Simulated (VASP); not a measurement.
Given:

```xyz
5
Lattice="5.9755 0.0000 0.0000 0.0000 5.9755 0.0000 0.0000 0.0000 5.9755" Properties=species:S:1:pos:R:3 pbc="T T T"
Cs     0.0000     0.0000     0.0000
Pb     2.9877     2.9877     2.9877
Br     2.9877     0.0000     2.9877
Br     0.0000     2.9877     2.9877
Br     2.9877     2.9877     0.0000
```

These are revTPSS meta-GGA, VASP's PBE PAW potentials (set 64) (plane waves; VASP 6.6.1) values and carry that method's errors. Numerical set-up: 520 eV cut-off, 4×4×4 Γ-centred mesh, Gaussian smearing of 0.050 eV, potentials Cs_sv Pb_d Br.

Unless said otherwise, spin-orbit coupling is left out, though it shifts the bands of the heavy elements here.

Problem. Estimate the energy per atom (σ→0), band gap (on the k-mesh) with the smallest direct gap where there is one.

Solution. 
* **band gap (on the k-mesh)**: 1.86 eV
* **smallest direct gap (on the k-mesh)**: 1.86 eV
* **energy per atom (σ→0)**: 14.631 eV/atom

Only differences to runs with the same potentials and settings are physical.

The compound is CsPbBr3 in the cubic perovskite structure, the ideal cubic form; the compound distorts at low or room temperature. It was relaxed first, which changed the volume by +5 %. The start is the result of an earlier pass.
